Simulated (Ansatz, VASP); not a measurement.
# Cross-check of FeSi2 (Linzhiite) between VASP and Ansatz

One calculation is typed for both programs; each brings its own data sets and cutoff. How far apart do they land? The cell is taken from a series of VASP runs on this material, whose earlier steps may have relaxed, scaled or displaced it; both programs get it as it stands.

Method: plane waves, with VASP 6.6.1 beside it; relaxation of cell and atoms at PBEsol, DFT+U, in Ansatz 0.2.0.

### Step 1. The starting structure

It takes space group P4/mmm (No. 123, tetragonal). Conventional cell: a = 2.659 Å, b = 2.659 Å, c = 5.095 Å, α = 90.00°, β = 90.00°, γ = 90.00°. Nearest to Fe lie 8 Si at 2.33 Å. Nearest to Si lie 4 Fe at 2.33 Å and 1 Si at 2.34 Å. Farther neighbours are not listed.

### Step 2. VASP: relaxation of cell and atoms, PBEsol, DFT+U

The relaxed volume is the usual yardstick between codes: its relative difference is about their pressure difference at one cell divided by the bulk modulus.

Lines of VASP's logs that name or quote its potential files are left out, and so is its time.

INCAR

```
SYSTEM = FeSi2
PREC = Accurate
ENCUT = 400
EDIFF = 1E-06
NELM = 100
ISMEAR = 0
SIGMA = 0.05
LREAL = .FALSE.
ALGO = Normal
GGA = PS
NBANDS = 15
ISPIN = 2
MAGMOM = 3 0 0
LDAU = .TRUE.
LDAUTYPE = 2
LDAUL = 2 -1
LDAUU = 3 0
LDAUJ = 0 0
LDAUPRINT = 1
LASPH = .TRUE.
LMAXMIX = 4
LORBIT = 11
LWAVE = .FALSE.
LCHARG = .FALSE.
KPAR = 2
IBRION = 2
NSW = 60
ISIF = 3
EDIFFG = -0.01
```

POSCAR

```
FeSi2
1.0
    2.6587619130      0.0000000000      0.0000000000
    0.0000000000      2.6587619130      0.0000000000
    0.0000000000      0.0000000000      5.0951332702
Fe Si
1 2
Direct
    0.0000000000      0.0000000000      0.0000000000
    0.5000000000      0.5000000000      0.2706572249
    0.5000000000      0.5000000000      0.7293427751
```

KPOINTS

```
Automatic mesh
0
Gamma
8 8 5
0 0 0
```

Potentials, in the order of the species: Fe and Si (PBE family, release 64).

Launch:

```
> mpirun -np 2 vasp_std
```

Numbers of over 12 decimals in the logs are rounded to 6 here.

Log:

```text
[banner, memory and clock lines left out]
running    2 mpi-ranks, on    1 nodes
 distrk:  each k-point on    1 cores,    2 groups
 distr:  one band on    1 cores,    1 groups

 POSCAR found type information on POSCAR FeSi
 POSCAR found :  2 types and       3 ions
|                                                                             |
|               ----> ADVICE to this user running VASP <----                  |
|                                                                             |
|     You enforced a specific xc type in the INCAR file but a different       |
|     [... a line on the potential file left out ...]
|     I HOPE YOU KNOW WHAT YOU ARE DOING!                                     |
|                                                                             |

 LDA part: xc-table for (Slater+PW92), standard interpolation
 POSCAR, INCAR and KPOINTS ok, starting setup
 FFT: planning ... GRIDC
 FFT: planning ... GRID_SOFT
 FFT: planning ... GRID
 WAVECAR not read
 entering main loop
       N       E                     dE             d eps       ncg     rms          rms(c)
DAV:   1     0.522295000869E+02    0.52230E+02   -0.59257E+03  2748   0.851E+02
DAV:   2    -0.169061103927E+02   -0.69136E+02   -0.62315E+02  2847   0.186E+02
DAV:   3    -0.195336415757E+02   -0.26275E+01   -0.25768E+01  3677   0.412E+01
DAV:   4    -0.195763618742E+02   -0.42720E-01   -0.42672E-01  3080   0.506E+00
DAV:   5    -0.195774596456E+02   -0.10978E-02   -0.10976E-02  3697   0.844E-01    0.192E+01
DAV:   6    -0.216496001347E+02   -0.20721E+01   -0.16408E+01  3440   0.851E+01    0.155E+01
DAV:   7    -0.186907520348E+02    0.29588E+01   -0.92658E+00  3550   0.743E+01    0.646E+00
DAV:   8    -0.187275517401E+02   -0.36800E-01   -0.49913E-01  3579   0.740E+00    0.339E+00
DAV:   9    -0.187948164350E+02   -0.67265E-01   -0.85408E-02  3730   0.436E+00    0.172E+00
DAV:  10    -0.188359537438E+02   -0.41137E-01   -0.48807E-02  4116   0.371E+00    0.742E-01
DAV:  11    -0.188427115460E+02   -0.67578E-02   -0.64488E-03  3746   0.103E+00    0.457E-01
DAV:  12    -0.188459132243E+02   -0.32017E-02   -0.34988E-03  3896   0.929E-01    0.178E-01
DAV:  13    -0.188463741435E+02   -0.46092E-03   -0.42395E-04  3921   0.252E-01    0.781E-02
DAV:  14    -0.188464221836E+02   -0.48040E-04   -0.86341E-05  4182   0.157E-01    0.436E-02
DAV:  15    -0.188464393486E+02   -0.17165E-04   -0.12869E-05  3779   0.545E-02    0.206E-02
DAV:  16    -0.188464431550E+02   -0.38063E-05   -0.42343E-06  3449   0.339E-02    0.628E-03
DAV:  17    -0.188464436171E+02   -0.46210E-06   -0.53223E-07  1586   0.115E-02
   1 F= -.18846444E+02 E0= -.18846210E+02  d E =-.188464E+02  mag=     0.1996
 curvature:   0.00 expect dE= 0.000E+00 dE for cont linesearch  0.000E+00
 trial: gam= 0.00000 g(F)=  0.428E-06 g(S)=  0.396E-04 ort = 0.000E+00 (trialstep = 0.100E+01)
 search vector abs. value=  0.401E-04
 bond charge predicted
       N       E                     dE             d eps       ncg     rms          rms(c)
DAV:   1    -0.188467066401E+02   -0.26349E-03   -0.27685E-03  3122   0.993E-01    0.167E-01
DAV:   2    -0.188472839537E+02   -0.57731E-03   -0.31333E-03  3521   0.147E+00    0.253E-01
DAV:   3    -0.188464442093E+02    0.83974E-03   -0.14267E-03  3506   0.101E+00    0.270E-02
DAV:   4    -0.188464410070E+02    0.32023E-05   -0.43614E-05  2812   0.419E-02    0.115E-02
DAV:   5    -0.188464403112E+02    0.69578E-06   -0.91213E-07  2390   0.241E-02
   2 F= -.18846440E+02 E0= -.18846207E+02  d E =0.330584E-05  mag=     0.1996
 trial-energy change:    0.000003  1 .order   -0.000001   -0.000040    0.000039
 step:   0.4336(harm=  0.5094)  dis= 0.00004  next Energy=   -18.846452 (dE=-0.835E-05)
 bond charge predicted
       N       E                     dE             d eps       ncg     rms          rms(c)
DAV:   1    -0.188465403172E+02   -0.99310E-04   -0.89746E-04  3150   0.565E-01    0.939E-02
DAV:   2    -0.188467225034E+02   -0.18219E-03   -0.10049E-03  3529   0.832E-01    0.144E-01
DAV:   3    -0.188464554792E+02    0.26702E-03   -0.45082E-04  3514   0.569E-01    0.155E-02
DAV:   4    -0.188464536652E+02    0.18140E-05   -0.13195E-05  2791   0.239E-02    0.732E-03
DAV:   5    -0.188464532136E+02    0.45156E-06   -0.30482E-07  1525   0.144E-02
   3 F= -.18846453E+02 E0= -.18846220E+02  d E =-.959657E-05  mag=     0.1996
 curvature:  -0.25 expect dE=-0.553E-06 dE for cont linesearch -0.284E-06
 trial: gam= 0.00000 g(F)=  0.555E-06 g(S)=  0.167E-05 ort =-0.676E-05 (trialstep = 0.887E+00)
 search vector abs. value=  0.222E-05
 reached required accuracy - stopping structural energy minimisation
```

From OUTCAR (step 2):

```text
ion  position               nearest neighbor table
   1  0.000  0.000  0.000-   2 2.33   3 2.33   2 2.33   3 2.33   2 2.33   3 2.33   2 2.33   3 2.33

  LATTYP: Found a simple tetragonal cell.
 ALAT       =     2.6587619130
 C/A-ratio  =     1.9163555959

 Subroutine GETGRP returns: Found 16 space group operations
 (whereof 16 operations were pure point group operations)

The static configuration has the point symmetry D_4h.

 Found     45 irreducible k-points:

   k-points           NKPTS =     45   k-points in BZ     NKDIM =     45   number of bands    NBANDS=     15

   dimension x,y,z NGX =    18 NGY =   18 NGZ =   36
   dimension x,y,z NGXF=    36 NGYF=   36 NGZF=   72

   ENCUT  =  400.0 eV  29.40 Ry    5.42 a.u.   4.34  4.34  8.31*2*pi/ulx,y,z

   NELECT =      16.0000    total number of electrons

 k-points in reciprocal lattice and weights: Automatic mesh
   0.00000000  0.00000000  0.00000000       0.003
   0.12500000  0.00000000  0.00000000       0.013
   0.25000000  0.00000000  0.00000000       0.013
   0.37500000  0.00000000  0.00000000       0.013
   0.50000000  0.00000000  0.00000000       0.006
   0.12500000  0.12500000  0.00000000       0.013
   0.25000000  0.12500000  0.00000000       0.025
   0.37500000  0.12500000  0.00000000       0.025
   0.50000000  0.12500000  0.00000000       0.013
[...]
0.50000000  0.37500000  0.40000000       0.025
   0.50000000  0.50000000  0.40000000       0.006

atom =   1  type =  1  l = 2

 onsite density matrix

spin component  1

  0.8060  0.0000  0.0000  0.0000  0.0000
  0.0000  0.7487  0.0000  0.0000  0.0000
  0.0000  0.0000  0.6983  0.0000  0.0000
  0.0000  0.0000  0.0000  0.7487  0.0000
  0.0000  0.0000  0.0000  0.0000  0.5597

spin component  2

  0.8026  0.0000  0.0000 -0.0000  0.0000
  0.0000  0.7328  0.0000  0.0000 -0.0000
  0.0000  0.0000  0.6439  0.0000  0.0000
 -0.0000  0.0000  0.0000  0.7328 -0.0000
  0.0000 -0.0000  0.0000 -0.0000  0.4207

 occupancies and eigenvectors

  o =  0.4207  v =  0.0000  0.0000  0.0000  0.0000  0.0000  0.0000 -0.0000  0.0000  0.0000 -1.0000      0.0000  0.0000  0.0000  0.0000  0.0000  0.0000  0.0000  0.0000  0.0000  0.0000
  o =  0.5597  v =  0.0000  0.0000 -0.0000 -0.0000 -1.0000  0.0000  0.0000  0.0000  0.0000  0.0000      0.0000  0.0000  0.0000  0.0000  0.0000  0.0000  0.0000  0.0000  0.0000  0.0000
  o =  0.6439  v =  0.0000  0.0000  0.0000  0.0000  0.0000  0.0000  0.0000  1.0000 -0.0000  0.0000      0.0000  0.0000  0.0000  0.0000  0.0000  0.0000  0.0000  0.0000  0.0000  0.0000
  o =  0.6983  v =  0.0000  0.0000 -1.0000  0.0000  0.0000  0.0000  0.0000  0.0000  0.0000  0.0000      0.0000  0.0000  0.0000  0.0000  0.0000  0.0000  0.0000  0.0000  0.0000  0.0000
  o =  0.7328  v =  0.0000  0.0000  0.0000  0.0000  0.0000  0.0000 -0.9450  0.0000  0.3270  0.0000      0.0000  0.0000  0.0000  0.0000  0.0000  0.0000  0.0000  0.0000  0.0000  0.0000
  o =  0.7328  v =  0.0000  0.0000  0.0000  0.0000  0.0000  0.0000 -0.3270 -0.0000 -0.9450  0.0000      0.0000  0.0000  0.0000  0.0000  0.0000  0.0000  0.0000  0.0000  0.0000  0.0000
  o =  0.7487  v =  0.0000 -0.6312 -0.0000  0.7756 -0.0000  0.0000  0.0000  0.0000  0.0000  0.0000      0.0000  0.0000  0.0000  0.0000  0.0000  0.0000  0.0000  0.0000  0.0000  0.0000
  o =  0.7487  v =  0.0000 -0.7756 -0.0000 -0.6312  0.0000  0.0000  0.0000  0.0000  0.0000  0.0000      0.0000  0.0000  0.0000  0.0000  0.0000  0.0000  0.0000  0.0000  0.0000  0.0000
  o =  0.8026  v =  0.0000  0.0000  0.0000  0.0000  0.0000  1.0000  0.0000  0.0000  0.0000  0.0000      0.0000  0.0000  0.0000  0.0000  0.0000  0.0000  0.0000  0.0000  0.0000  0.0000
  o =  0.8060  v =  1.0000  0.0000  0.0000  0.0000  0.0000  0.0000  0.0000  0.0000  0.0000  0.0000      0.0000  0.0000  0.0000  0.0000  0.0000  0.0000  0.0000  0.0000  0.0000  0.0000

 average (electrostatic) potential at core
       1 -38.6434       2 -79.4630       3 -79.4630

 E-fermi :  10.1748

 spin component 1
 k-point     1 :       0.0000    0.0000    0.0000
  band No.  band energies     occupation
    ...
      4       6.4243      1.00000
      5       8.2554      1.00000
      6       8.2621      1.00000
      7       8.2621      1.00000
      8       8.9148      1.00000
      9      14.9874      0.00000
     10      14.9874      0.00000
     11      16.7715      0.00000
     12      17.3980      0.00000
     13      18.2377      0.00000
    ...

 k-point     2 :       0.1250    0.0000    0.0000
  band No.  band energies     occupation
    ...
      4       6.4082      1.00000
      5       8.0097      1.00000
      6       8.2360      1.00000
      7       8.3192      1.00000
      8       8.6555      1.00000
      9      12.5463      0.00000
     10      15.4050      0.00000
     11      16.4311      0.00000
     12      17.1647      0.00000
     13      17.9062      0.00000
    ...

 k-point     3 :       0.2500    0.0000    0.0000
  band No.  band energies     occupation
    ...
      4       5.8132      1.00000
      5       7.4003      1.00000
      6       7.9484      1.00000
      7       8.1119      1.00000
      8       8.4607      1.00000
      9      10.4422      0.00000
     10      13.9665      0.00000
     11      15.8036      0.00000
     12      16.4836      0.00000
     13      18.1605      0.00000
    ...

 k-point     4 :       0.3750    0.0000    0.0000
  band No.  band energies     occupation
    ...
      5       6.7104      1.00000
      6       7.4492      1.00000
      7       7.6465      1.00000
      8       8.6069      1.00000
      9      10.0843      0.99474
     10      12.1577      0.00000
     11      13.4029      0.00000
     12      17.9422      0.00000
     13      18.2050      0.00000
     14      19.6301      0.00000
    ...

 k-point     5 :       0.5000    0.0000    0.0000
  band No.  band energies     occupation
    ...
      5       6.3465      1.00000
      6       6.7677      1.00000
      7       7.4702      1.00000
      8       8.6690      1.00000
      9      10.1218      0.93315
     10      11.4875      0.00000
     11      12.5289      0.00000
     12      18.2204      0.00000
     13      19.0041      0.00000
     14      20.7144      0.00000
    ...

 k-point     6 :       0.1250    0.1250    0.0000
  band No.  band energies     occupation
    ...
      4       6.4521      1.00000
      5       7.7442      1.00000
      6       8.1447      1.00000
      7       8.4206      1.00000
      8       8.4383      1.00000
      9      12.4156      0.00000
     10      13.4148      0.00000
     11      16.1426      0.00000
     12      17.5036      0.00000
     13      18.1411      0.00000
    ...

  Total        0.0063602      0.0063602      0.0047911      0.0000000      0.0000000     -0.0000000
  in kB        0.2830822      0.2830822      0.2132429      0.0000000      0.0000000     -0.0000000
  external PRESSURE =       0.2598024 kB  Pullay stress =       0.0000000 kB

  energy-cutoff  :      400.00
  volume of cell :       36.00
      direct lattice vectors                 reciprocal lattice vectors
     2.658388839  0.000000000  0.000000000     0.376167694  0.000000000 -0.000000000
     0.000000000  2.658388839  0.000000000     0.000000000  0.376167694 -0.000000000
     0.000000000  0.000000000  5.093688267    -0.000000000  0.000000000  0.196321398

 POSITION                                       TOTAL-FORCE (eV/Angst)
 -----------------------------------------------------------------------------------
      0.00000      0.00000      0.00000        -0.000000      0.000000      0.000000
      1.32919      1.32919      1.37869         0.000000      0.000000      0.002397
      1.32919      1.32919      3.71500        -0.000000     -0.000000     -0.002397
 -----------------------------------------------------------------------------------
    total drift:                               -0.000000     -0.000000      0.000000

  FREE ENERGIE OF THE ION-ELECTRON SYSTEM (eV)
  ---------------------------------------------------
  free  energy   TOTEN  =       -18.8464532136 eV

  energy  without entropy=      -18.8459862809  energy(sigma->0) =      -18.84621975

 reached required accuracy - stopping structural energy minimisation

 total charge
# of ion       s       p       d       tot
------------------------------------------
    1        0.475   0.728   6.847   8.050
    2        0.732   0.902   0.000   1.634
    3        0.732   0.902   0.000   1.634
--------------------------------------------------
tot          1.938   2.532   6.847  11.317

 magnetization (x)
# of ion       s       p       d       tot
------------------------------------------
    1       -0.002  -0.005   0.229   0.221
    2       -0.002  -0.006   0.000  -0.008
    3       -0.002  -0.006   0.000  -0.008
--------------------------------------------------
tot         -0.006  -0.017   0.229   0.206

[... 6 further parts left out ...]
```

CONTCAR:

```
FeSi2
   1.00000000000000
     2.6583888386320726    0.0000000000000000    0.0000000000000000
     0.0000000000000000    2.6583888386320726    0.0000000000000000
     0.0000000000000000    0.0000000000000000    5.0936882665925500
  Fe              Si
     1     2
Direct
     0.0000000000000000    0.0000000000000000    0.0000000000000000
     0.5000000000000000    0.5000000000000000    0.2706658670800899
     0.5000000000000000    0.5000000000000000    0.7293341329199101
```

A U on the itinerant d states of such a compound is hard to justify; it moves the bands at the Fermi level.

(Part 1 of 2 ends here.)

[Lines on the potential files, build, host, timing and source positions are cut from VASP's logs without a mark.]

[Logs are printed without paths, hosts, clocks, repeated set-up lines and the standing remarks that a program may print on its own settings, such as how far it seeks lower states.]

[Hosts, paths, dates, database ids (printed as entryN), source tags and the programs' standing remarks are cut or masked in the printed files.]
